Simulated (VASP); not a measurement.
Input:

```
CELL_PARAMETERS angstrom
      2.29845    -3.98103     0.00000
      2.29845     3.98103     0.00000
      0.00000     0.00000     7.27180
ATOMIC_POSITIONS crystal
  Mg 0.00000 0.00000 0.00000
  Mg 0.33333 0.66667 0.63253
  Mg 0.66667 0.33333 0.36747
  Sb 0.33333 0.66667 0.22540
  Sb 0.66667 0.33333 0.77460
```

The numbers are results of PBE GGA, VASP's PBE PAW potentials (set 64) (plane waves; VASP), not measurements. Run with 520 eV cut-off, 6×6×4 Γ-centred mesh, tetrahedra with Blöchl corrections, potentials Mg Sb.

The cores are frozen, which limits the accuracy of field gradients.

Task: Give the principal components of the electric field gradient (V/Å²) and the asymmetry η at each nucleus.

Result: 
```csv
atom,Vxx,Vyy,Vzz,η
Mg1,-0.7,-0.7,1.4,0.00
Mg2,-0.6,-0.6,1.2,0.00
Mg3,-0.6,-0.6,1.2,0.00
Sb4,-20.5,-20.5,40.9,0.00
Sb5,-20.5,-20.5,40.9,0.00
```

The compound is Mg3Sb2 in the a-la2o3 structure. It was relaxed first.
